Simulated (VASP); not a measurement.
Input for VASP

### INCAR
```
LCHARG  =  F
ISIF  =  2
EDIFF  =  1E-6
LMAXMIX  =  4
NELM  =  100
ALGO  =  Normal   # blocked Davidson
LASPH  =  T   # aspherical one-centre terms
ISMEAR  =  -1   # Fermi-Dirac
SYSTEM  =  BaTe2
PREC  =  Accurate
LWAVE  =  F
ENCUT  =  300   # plane-wave cut-off (eV)
SIGMA  =  0.02   # width (eV)
LREAL  =  F   # projection in real space or not
```

### KPOINTS
```
Automatic mesh
0
Gamma
3 3 3
0 0 0
```

**POSCAR**
```
BaTe2
1
   -3.6328750000     3.6328750000     4.5416200000
    3.6328750000    -3.6328750000     4.5416200000
    3.6328750000     3.6328750000    -4.5416200000
Ba Te
2 4
Direct
  0.7500000000   0.7500000000   0.0000000000
  0.2500000000   0.2500000000   0.0000000000
  0.3639400000   0.8639400000   0.2278800000
  0.6360600000   0.1360600000   0.7721200000
  0.8639400000   0.6360600000   0.5000000000
  0.1360600000   0.3639400000   0.5000000000
```

POTCAR, in this order: Ba_sv Te (LDA.64 set). Program: vasp_std.

**Question.** Write an equivalent input for Quantum ESPRESSO's pw.x.

**Answer.** One equivalent input (not run):
```
&CONTROL
  calculation = 'scf'
  pseudo_dir = './pseudo'
  outdir = './out'
  tprnfor = .true.
  tstress = .true.
/
&SYSTEM
  ibrav = 0
  nat = 6
  ntyp = 2
  ecutwfc = 82.3
  occupations = 'smearing'
  smearing = 'fermi-dirac'
  degauss = 0.00147
  input_dft = 'pz'
/
&ELECTRONS
  conv_thr = 7.3e-08
  electron_maxstep = 100
/
ATOMIC_SPECIES
  Ba 137.327 Ba.upf
  Te 127.600 Te.upf
CELL_PARAMETERS angstrom
    -3.6328750    3.6328750    4.5416200
     3.6328750   -3.6328750    4.5416200
     3.6328750    3.6328750   -4.5416200
ATOMIC_POSITIONS crystal
  Ba   0.7500000  0.7500000  0.0000000
  Ba   0.2500000  0.2500000  0.0000000
  Te   0.3639400  0.8639400  0.2278800
  Te   0.6360600  0.1360600  0.7721200
  Te   0.8639400  0.6360600  0.5000000
  Te   0.1360600  0.3639400  0.5000000
K_POINTS automatic
  3 3 3 0 0 0
```
What does not carry over: the potentials are each code's own (VASP's PAW set, PseudoDojo norm-conserving files in pw.x), so ENCUT and ecutwfc are chosen apart and not converted; conv_thr bounds pw.x's estimated SCF error, while EDIFF bounds the energy change between steps.

The structure comes from a computed database's BaTe2 entry (I4/mcm); how it stands against other phases isn't given here. The cell was not relaxed at this level. The run is one of a series of settings (GGA removed, POTCAR Ba_sv Te (LDA.64 set) against the base run), some of them coarse on purpose.
